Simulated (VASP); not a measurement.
A convergence study with VASP on KTaO$_{3}$ (cubic perovskite): one setting is varied, all else stays as given below, so the limit is that of these other settings. Each run relaxes cell and ions from the cell shown.

```yaml
crystal:
  lattice:
    - [3.99000, 0.00000, 0.00000]
    - [0.00000, 3.99000, 0.00000]
    - [0.00000, 0.00000, 3.99000]
  atoms:
    - { symbol: K, position: [0.00000, 0.00000, 0.00000] }
    - { symbol: Ta, position: [0.50000, 0.50000, 0.50000] }
    - { symbol: O, position: [0.50000, 0.00000, 0.50000] }
    - { symbol: O, position: [0.00000, 0.50000, 0.50000] }
    - { symbol: O, position: [0.50000, 0.50000, 0.00000] }
```

Computed with LDA (Ceperley-Alder, Perdew-Zunger), VASP's LDA PAW potentials (set 64) (plane waves; VASP 6.6.1). The tightest run used: 700 eV cut-off, 9×9×9 Γ-centred mesh, Gaussian smearing of 0.050 eV, potentials K_sv Ta_pv O.

Unless said otherwise, spin-orbit coupling is left out, though it shifts the bands of the heavy elements here. Gaps are read on the run's mesh, which can miss a band edge.

| setting | relaxed volume (Å³/atom) | E (eV/atom) | gap on the mesh (eV) | irreducible k-points |
|---|---|---|---|---|
| 2×2×2 mesh | 12.532 | -8.8042 | 1.689 | 4 |
| 3×3×3 mesh | 12.427 | -8.9868 | 2.292 | 4 |
| 5×5×5 mesh | 12.411 | -9.0154 | 2.181 | 10 |

Task: These are the cheaper rows. Estimate the results at 9×9×9 mesh, and how far the last row shown lies from them.

Result: 
```
quantity                  tightest run  last row shown is off by
------------------------  ------------  ------------------------
relaxed volume (Å³/atom)        12.411                     0.000
E (eV/atom)                    -9.0164                    0.0011
gap on the mesh (eV)             2.106                     0.076
```

Left out are rungs that failed or repeat a setting and relaxations that didn't move; long series are thinned to 24 rows.

The compound is KTaO3 in the cubic perovskite structure.
